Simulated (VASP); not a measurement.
Here is the system:

```xyz
5
Lattice="2.2292 -3.8610 0.0000 2.2292 3.8610 0.0000 0.0000 0.0000 7.0121" Properties=species:S:1:pos:R:3 pbc="T T T"
Mg     0.0000     0.0000     0.0000
Mg     2.2292     1.2870     4.4287
Mg     2.2292    -1.2870     2.5834
Sb     2.2292     1.2870     1.5479
Sb     2.2292    -1.2870     5.4642
```

Level of theory: PBE GGA, VASP's PBE PAW potentials (set 64) (plane waves; VASP). Settings: 500 eV cut-off, 6×6×3 Γ-centred mesh, Gaussian smearing of 0.050 eV, potentials Mg Sb.

Unless said otherwise, spin-orbit coupling is left out, though it shifts the bands of the heavy elements here.

Task: Estimate the energy per atom (σ→0), pressure, band gap (on the k-mesh) with the smallest direct gap where there is one.

Result: 
- band gap (on the k-mesh) = 0.09 eV
- smallest direct gap (on the k-mesh) = 1.24 eV
- energy per atom (σ→0) = -2.887 eV/atom
- pressure = 5.08 GPa

Total energies compare only between runs with the same potentials, cut-off and functional.

The compound is Mg3Sb2 in the a-la2o3 structure. It was relaxed first under an external pressure of 5 GPa.
